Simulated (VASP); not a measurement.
## SrCl2: energy against strain

SrCl2 (fluorite, Fm-3m, 27.617 Å³/atom and stress up to 0.09 GPa in the relaxed cell, cube axes along x, y and z) under a strain ε along a cube axis (axis z), the other axes held. PBEsol in VASP (plane waves, PAW), 480 eV, 8×8×8 Γ-centred mesh, Gaussian smearing 0.05 eV; ions are relaxed, or left where forces stay under 0.02 eV/Å, within the symmetry of each cell.

Here s stands for strain and y for E less E0.

```
strain (%)  E less E0 (meV/atom)
----------  --------------------
-1.50                       1.42
-1.00                       0.62
-0.50                       0.15
0.00                        0.00
0.50                        0.17
1.00                        0.64
1.50                        1.40
3.00                           ?
```

Taking a parabola for y over the 7 complete rows: Least squares gives y = 0.003 + 0.0000·s + 0.6257·s². Residuals (row less fit): 0.009, -0.009, -0.009, -0.003, 0.011, 0.011, -0.011; standard error 0.012 (degrees of freedom: 4). Twice the quadratic coefficient over the volume, 2 × 0.6257 meV × 10⁴ × 0.1602 / 27.617 Å³, is the elastic constant C11 = 72.6 ± 0.6 GPa (± standard error of the fit, which holds the terms cut off).

Task: Predict the withheld y at s = 3.00 from the fit, and compare with the calculation.

Result: y = 0.003 + 0.0000 × 3.0 + 0.6257 × 3.0² = 5.634 meV/atom. The calculation gives 5.39 meV/atom, 0.244 meV/atom below the prediction (4.5 % of the range of y in the table). The row lies outside the fitted rows, so this is an extrapolation. From the scatter of the fitted rows alone, a prediction at this place has a standard error of 0.047 meV/atom, so the miss is 5.2 times that.

A polynomial of degree 3 through the 12 other runs of the series gives 5.38 there, so most of the miss is curvature that the fit leaves out. Rows are the converged runs of the series near zero and its far end, less any whose ions stayed unrelaxed beside relaxed ones; series whose fitted rows scatter by over a few per cent of the range, as at a crossing or softening among them, aren't shown in this form. Most that stay on the fit to the last digits aren't either.
